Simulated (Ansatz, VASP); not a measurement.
# CdSnSe2: VASP beside Ansatz, part 2 of 2

Wanted: the spread between two codes on one cell, functional and k mesh. The cell is invented: As first built, before any earlier steps moved the atoms (in the runner's words): it takes the SnPbSe2 structure with some of its atoms replaced by other elements, volume scaled by an estimate. It may not be a known or stable phase. The cell is taken from a series of VASP runs on this material, whose earlier steps may have relaxed, scaled or displaced it; both programs get it as it stands.

VASP 6.6.1 and Ansatz 0.2.0.

So far: The starting structure; Ansatz: relaxation of cell and atoms, r2SCAN with D4; VASP: relaxation of cell and atoms, r2SCAN with D4.

### 3. VASP: relaxation of cell and atoms, r2SCAN with D4 (continued)

Level of this step: r2SCAN with D4; plane waves and PAW (Sn_d, Cd, Se); invented cell (VASP).

Numbers of over 12 decimals in the logs are rounded to 6 here.

Parts of OUTCAR (step 3):

```text
ion  position               nearest neighbor table
   1  0.500  0.500  0.500-   4 2.99   3 2.99   4 2.99   4 2.99   3 2.99   3 2.99
   2  0.000  0.000  0.000-   3 2.86   4 2.86   3 2.86   3 2.86   4 2.86   4 2.86
   3  0.744  0.744  0.744-   2 2.86   2 2.86   2 2.86   1 2.99   1 2.99   1 2.99
   4  0.256  0.256  0.256-   2 2.86   2 2.86   2 2.86   1 2.99   1 2.99   1 2.99

  LATTYP: Found a trigonal (rhomboedric) cell.
 ALAT       =     7.0533457807
 COS(alpha) =     0.8257476895

 Subroutine GETGRP returns: Found 12 space group operations
 (whereof 12 operations were pure point group operations)

The static configuration has the point symmetry D_3d.

 Found     32 irreducible k-points:

   k-points           NKPTS =     32   k-points in BZ     NKDIM =     32   number of bands    NBANDS=     25

   dimension x,y,z NGX =    48 NGY =   48 NGZ =   48
   dimension x,y,z NGXF=    96 NGYF=   96 NGZF=   96

   ENCUT  =  400.0 eV  29.40 Ry    5.42 a.u.  11.50 11.50 11.50*2*pi/ulx,y,z

   NELECT =      38.0000    total number of electrons

 k-points in reciprocal lattice and weights: Automatic mesh
   0.00000000  0.00000000  0.00000000       0.005
   0.16666667 -0.00000000  0.00000000       0.028
   0.33333333 -0.00000000  0.00000000       0.028
   0.50000000  0.00000000  0.00000000       0.014
   0.16666667  0.16666667  0.00000000       0.028
   0.33333333  0.16666667 -0.00000000       0.056
   0.50000000  0.16666667  0.00000000       0.056
  -0.33333333  0.16666667  0.00000000       0.056
  -0.16666667  0.16666667  0.00000000       0.028
[...]
-0.33333333  0.50000000  0.33333333       0.028
   0.50000000  0.50000000  0.50000000       0.005

 average (electrostatic) potential at core
       1-108.2932       2 -42.8702       3 -58.0703       4 -58.0703

 E-fermi :   4.6910

 k-point     1 :       0.0000    0.0000    0.0000
  band No.  band energies     occupation
    ...
     15       2.4760      2.00000
     16       2.4760      2.00000
     17       2.4775      2.00000
     18       2.9212      2.00000
     19       2.9212      2.00000
     20       5.8360      0.00000
     21       6.9632      0.00000
     22       6.9632      0.00000
     23       8.0279      0.00000
     24      11.4168      0.00000
    ...

 k-point     2 :       0.1667   -0.0000    0.0000
  band No.  band energies     occupation
    ...
     15       1.3685      2.00000
     16       2.2881      2.00000
     17       2.4754      2.00000
     18       2.5327      2.00000
     19       4.0562      1.99999
     20       5.7098      0.00000
     21       7.0948      0.00000
     22       7.5322      0.00000
     23       8.9278      0.00000
     24      10.1587      0.00000
    ...

 k-point     3 :       0.3333   -0.0000    0.0000
  band No.  band energies     occupation
    ...
     15      -0.1789      2.00000
     16       1.9211      2.00000
     17       1.9680      2.00000
     18       2.0644      2.00000
     19       3.6493      2.00000
     20       5.5071      0.00000
     21       7.5421      0.00000
     22       8.2355      0.00000
     23       9.0370      0.00000
     24       9.6662      0.00000
    ...

  DFT-D4 for vdW energy calculation

  Edisp (eV):   -0.55241

  Total      -0.03170    -0.03170    -0.00755     0.00000    -0.00000     0.00000
  in kB      -0.51069    -0.51069    -0.12159     0.00000    -0.00000     0.00000
  external pressure =       -0.38 kB  Pullay stress =        0.00 kB

  energy-cutoff  :      400.00
  volume of cell :       99.45
      direct lattice vectors                 reciprocal lattice vectors
     2.075127643  1.198075874  6.666654237     0.240949033  0.139111983  0.050000087
    -2.075127643  1.198075874  6.666654237    -0.240949033  0.139111983  0.050000087
     0.000000000 -2.396150790  6.666654243     0.000000000 -0.278223967  0.050000107

 POSITION                                       TOTAL-FORCE (eV/Angst)
 -----------------------------------------------------------------------------------
      0.00000      0.00000      9.99998         0.000000      0.000000      0.000000
      0.00000      0.00000      0.00000         0.000000      0.000000      0.000000
      0.00000      0.00000     14.88988        -0.000000     -0.000000     -0.000688
      0.00000      0.00000      5.11008         0.000000      0.000000      0.000688
 -----------------------------------------------------------------------------------
    total drift:                               -0.000000     -0.000000     -0.000000

  FREE ENERGIE OF THE ION-ELECTRON SYSTEM (eV)
  ---------------------------------------------------
  free  energy   TOTEN  =       -76.0656135762 eV

  energy  without entropy=      -76.0641903239  energy(sigma->0) =      -76.06490195

 reached required accuracy - stopping structural energy minimisation

 total charge
# of ion       s       p       d       tot
------------------------------------------
    1        1.389   0.663   9.992  12.043
    2        0.390   0.233   9.583  10.206
    3        1.462   2.394   0.023   3.879
    4        1.462   2.394   0.023   3.879
--------------------------------------------------
tot          4.702   5.684  19.622  30.007

[... 3 further parts left out ...]
```

The gap is read on the k-mesh alone, so it is an upper bound where the band edges lie off the mesh. The run keeps the 12 symmetry operations of its start, so it cannot find a distortion of lower symmetry.

### 4. Side by side

Known differences besides the potentials themselves: VASP keeps PBE cores, Ansatz makes them for the functional; both relaxations stop at a tolerance, which leaves soft axes loose, and VASP keeps its plane-wave basis; the data sets hold 66 valence electrons in Ansatz (default PAW (the set named soft_2) files) and 38 in VASP; the cutoff is 500 eV in Ansatz and 400 eV in VASP; Ansatz adds a Pulay correction to the stress that steers its cell, VASP none. Total energies have different zeros and are not compared.

Compared:

| quantity | Ansatz | VASP | difference |
| --- | --- | --- | --- |
| volume (Å³) | 99.59 | 99.45 | +0.14 % |
| edge a after relaxation, in the typed setting (Å) | 7.097 | 7.084 | +0.18 % |

The walks stopped with -0.01 GPa left in Ansatz and -0.04 GPa in VASP; each walk ends within a tolerance, so the volume difference is uncertain by about these residues over the bulk modulus, most in soft cells.

### 5. What came out

```
difference in edge a after relaxation, in the typed setting (relaxation of cell and atoms, r2SCAN with D4) : 0.18 %
```

**Reading.** The difference in edge a after relaxation, in the typed setting is 0.18 % (relaxation of cell and atoms, r2SCAN with D4), within the 1.2 % picked in this series as the mark of a large difference, as far as the stopping tolerances let one tell. Such differences can come from data sets, numerical settings and the points named under the comparisons, not from the functional's error against experiment.

[Lines on the potential files, build, host, timing and source positions are cut from VASP's logs without a mark.]

[Logs are printed without paths, hosts, clocks, repeated set-up lines and the standing remarks that a program may print on its own settings, such as how far it seeks lower states.]

[Hosts, paths, dates, database ids (printed as entryN), source tags and the programs' standing remarks are cut or masked in the printed files.]
